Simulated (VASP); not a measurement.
Method: PBE GGA with D3 dispersion (Becke-Johnson damping), VASP's PBE PAW potentials (set 64) (plane waves; VASP).

A VASP calculation is set up with these files.

### INCAR
```
LWAVE  =  .FALSE.
EDIFF  =  1E-6
SIGMA  =  0.1
GGA  =  PE
LASPH  =  .TRUE.   # aspherical one-centre terms
ISIF  =  3
PREC  =  Accurate
EDIFFG  =  -0.01   # ionic stop
SYSTEM  =  Be
IBRION  =  2
NSW  =  60
ISMEAR  =  1   # Methfessel-Paxton
ENCUT  =  520
LCHARG  =  .FALSE.
ALGO  =  Normal
LREAL  =  .FALSE.
IVDW  =  12   # D3, Becke-Johnson
NELM  =  100   # most electronic steps
```

### POSCAR
```
Be
1
    1.1450000000    -1.9831980000     0.0000000000
    1.1450000000     1.9831980000     0.0000000000
    0.0000000000     0.0000000000     3.5800000000
Be
2
Direct
  0.3333330000   0.6666670000   0.2500000000
  0.6666670000   0.3333330000   0.7500000000
```

KPOINTS:
```
Automatic mesh
0
Gamma
16 16 9
0 0 0
```

POTCAR, in this order: Be (PBE.64 set). Program: vasp_std.

What VASP printed:

File OSZICAR:
```
       N       E                     dE             d eps       ncg     rms          rms(c)
DAV:   1    -0.218292329561E+01   -0.21829E+01   -0.17864E+03  1824   0.546E+02
DAV:   2    -0.756028004246E+01   -0.53774E+01   -0.50148E+01  2742   0.639E+01
DAV:   3    -0.759421177938E+01   -0.33932E-01   -0.33929E-01  2364   0.483E+00
DAV:   4    -0.759425064991E+01   -0.38871E-04   -0.38870E-04  2700   0.154E-01
DAV:   5    -0.759425069236E+01   -0.42449E-07   -0.42592E-07  2334   0.261E-03    0.119E+00
DAV:   6    -0.755168079511E+01    0.42570E-01   -0.54565E-03  2136   0.107E+00    0.726E-01
DAV:   7    -0.753428279484E+01    0.17398E-01   -0.61812E-03  2100   0.112E+00    0.257E-02
DAV:   8    -0.753426154903E+01    0.21246E-04   -0.13219E-05  2646   0.448E-02    0.883E-03
DAV:   9    -0.753426073039E+01    0.81864E-06   -0.25891E-06  2298   0.203E-02
   1 F= -.82242065E+01 E0= -.82241606E+01  d E =-.822421E+01
       N       E                     dE             d eps       ncg     rms          rms(c)
DAV:   1    -0.752404638941E+01    0.10215E-01   -0.15328E-01  1938   0.516E+00    0.157E-01
DAV:   2    -0.752358711535E+01    0.45927E-03   -0.23358E-04  2826   0.196E-01    0.994E-02
DAV:   3    -0.752337698836E+01    0.21013E-03   -0.17403E-04  1926   0.242E-01    0.433E-03
DAV:   4    -0.752337157731E+01    0.54111E-05   -0.11040E-06  2442   0.174E-02    0.151E-03
DAV:   5    -0.752337056099E+01    0.10163E-05   -0.26198E-07  1308   0.844E-03    0.159E-04
DAV:   6    -0.752337050742E+01    0.53567E-07   -0.91698E-09  1176   0.106E-03
   2 F= -.82692128E+01 E0= -.82691464E+01  d E =-.450063E-01
       N       E                     dE             d eps       ncg     rms          rms(c)
DAV:   1    -0.751495622190E+01    0.84143E-02   -0.38514E-03  1944   0.820E-01    0.258E-02
DAV:   2    -0.751494730358E+01    0.89183E-05   -0.63076E-06  2814   0.323E-02    0.163E-02
DAV:   3    -0.751494735613E+01   -0.52550E-07   -0.49240E-06  1896   0.410E-02
   3 F= -.82702188E+01 E0= -.82701484E+01  d E =-.460124E-01
       N       E                     dE             d eps       ncg     rms          rms(c)
DAV:   1    -0.751355514286E+01    0.13922E-02   -0.79059E-05  1986   0.117E-01    0.369E-03
DAV:   2    -0.751355550058E+01   -0.35772E-06   -0.11982E-07  2460   0.430E-03
   4 F= -.82702129E+01 E0= -.82701419E+01  d E =-.460064E-01
       N       E                     dE             d eps       ncg     rms          rms(c)
DAV:   1    -0.751363189682E+01   -0.76754E-04   -0.22786E-03  2262   0.324E-01    0.167E-02
DAV:   2    -0.751363011952E+01    0.17773E-05   -0.98839E-06  2160   0.297E-02    0.102E-02
DAV:   3    -0.751362842816E+01    0.16914E-05   -0.94082E-07  2178   0.611E-03    0.143E-04
DAV:   4    -0.751362842696E+01    0.11971E-08   -0.88671E-09  1116   0.977E-04
   5 F= -.82704121E+01 E0= -.82703202E+01  d E =-.199197E-03
```

OUTCAR:
```
------------------------ aborting loop because EDIFF is reached ----------------------------------------
 Edisp (eV)   -0.75678
  FORCE on cell =-STRESS in cart. coord.  units (eV):
  Direction    XX          YY          ZZ          XY          YZ          ZX
  --------------------------------------------------------------------------------------
  Total       0.01338     0.01338     0.01936     0.00000    -0.00000    -0.00000
  in kB       1.44126     1.44126     2.08583     0.00000    -0.00000    -0.00000
  external pressure =        1.66 kB  Pullay stress =        0.00 kB
  volume of cell :       14.87
      direct lattice vectors                 reciprocal lattice vectors
     1.109026234 -1.920889626  0.000000000     0.450845963 -0.260296059  0.000000000
     1.109026234  1.920889626 -0.000000000     0.450845963  0.260296059  0.000000000
     0.000000000  0.000000000  3.490633841     0.000000000  0.000000000  0.286480922
 POSITION                                       TOTAL-FORCE (eV/Angst)
 -----------------------------------------------------------------------------------
      1.10903      0.64030      0.87266        -0.000000      0.000000      0.000000
      1.10903     -0.64030      2.61798         0.000000     -0.000000      0.000000
 -----------------------------------------------------------------------------------
    total drift:                                0.000000     -0.000004      0.000005
  FREE ENERGIE OF THE ION-ELECTRON SYSTEM (eV)
  ---------------------------------------------------
  free  energy   TOTEN  =        -8.2704120804 eV

  energy  without entropy=       -8.2701363076  energy(sigma->0) =       -8.27032016

 reached required accuracy - stopping structural energy minimisation
```
(Selected blocks of OUTCAR.)

CONTCAR:
```
Be
   1.00000000000000
     1.1090262337639940   -1.9208896255714538    0.0000000000000000
     1.1090262337639940    1.9208896255714538   -0.0000000000000000
     0.0000000000000000    0.0000000000000000    3.4906338406121060
  Be
     2
Direct
     0.3333330000000032    0.6666669999999968    0.2500000000000000
     0.6666669999999968    0.3333330000000032    0.7500000000000000
```

Energy and stress use the plane-wave basis of the starting cell.

The compound is Be in the hcp structure. This run relaxes it. Symmetry was kept, so distortions that lower it aren't found.
